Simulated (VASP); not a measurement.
Energy against volume of Zr (hcp). Method: PBE GGA with D3 dispersion (zero damping), VASP's PBE PAW potentials (set 64) (plane waves; VASP). Numerical set-up: 520 eV cut-off, 13×13×7 Γ-centred mesh, first-order Methfessel-Paxton smearing of 0.10 eV, potentials Zr_sv.

Shape and ions are relaxed at each volume.

| V (Å³/atom) | E (eV/atom) |
|---|---|
| 21.827 | -8.94253 |
| 22.502 | -8.94934 |
| 23.177 | -8.94379 |
| 23.852 | -8.92724 |

Problem. Fit these four points and predict the energy of the run at 21.152 Å³/atom.

Solution. A cubic in V^(−2/3), the third-order Birch-Murnaghan form, passes through the four points with V0 = 22.52 Å³/atom and B0 = 97 GPa, and gives -8.9218 eV/atom there. The run gave -8.9220 eV/atom, -0.1 meV/atom from the fit; all five points give B0 = 97 GPa.

The compound is Zr in the hcp structure. It was relaxed first.
